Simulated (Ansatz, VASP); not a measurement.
## BePd: VASP beside Ansatz

```
CELL_PARAMETERS angstrom
2.82876 0.00000 0.00000
0.00000 2.82876 0.00000
0.00000 0.00000 2.82876
ATOMIC_POSITIONS crystal
Be 0.00000 0.00000 0.00000
Pd 0.50000 0.50000 0.50000
```

Alike in both runs: task relaxation of cell and atoms; functional LDA; k mesh 14 × 14 × 14; occupations gaussian, width 0.1 eV; no spin polarisation.

|  | VASP | Ansatz |
| --- | --- | --- |
| version | VASP 6.6.1 | Ansatz 0.2.0 |
| potentials or method | VASP PAW LDA potentials, release 64 (Be, Pd) | scalar-relativistic, plane waves, PAW |
| plane-wave cutoff (eV) | 600 | 420 |
| valence electrons in the cell | 12 | 20 |

```csv
,VASP,Ansatz,Ansatz less VASP
"gap on the k mesh at the Fermi level, each at its own relaxed structure (eV)",none,none,-
relaxed volume (Å³/atom),10.69,10.66,-0.035
relaxed cell length with the largest relative difference (Å),2.776,2.773,-0.0030
energy change over the relaxation (meV/atom),-21,-24,-2.4
```

A gap of «none» marks a metal or a gap that the smearing closes. The two sets of potentials don't hold the same shells in valence.

LDA usually gives volumes a few per cent too small. Zero-point motion and thermal expansion aren't in these numbers.
